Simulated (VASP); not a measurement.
Given:

```xyz
2
Lattice="0.0000 2.6966 2.6966 2.6966 0.0000 2.6966 2.6966 2.6966 0.0000" Properties=species:S:1:pos:R:3 pbc="T T T"
Mg     0.0000     0.0000     0.0000
Se     2.6966     2.6966     2.6966
```

All values below come from PBEsol GGA, VASP's PBE PAW potentials (set 64) (plane waves; VASP). Numerical set-up: 520 eV cut-off, 8×8×8 Γ-centred mesh, Gaussian smearing of 0.050 eV, potentials Mg Se.

**Question.** What does the run give for the energy per atom (σ→0), pressure, band gap (on the k-mesh) with the smallest direct gap where there is one?

**Answer.** 
The band gap (on the k-mesh) comes out as 1.81 eV. The smallest direct gap (on the k-mesh) comes out as 2.72 eV and the energy per atom (σ→0) is -390.7 kJ/mol-atom. The pressure is 2.12 GPa.

Total energies compare only between runs with the same potentials, cut-off and functional.

The compound is MgSe in the rock salt structure. This cell is one point of a volume scan, at 0.97 of the reference volume.
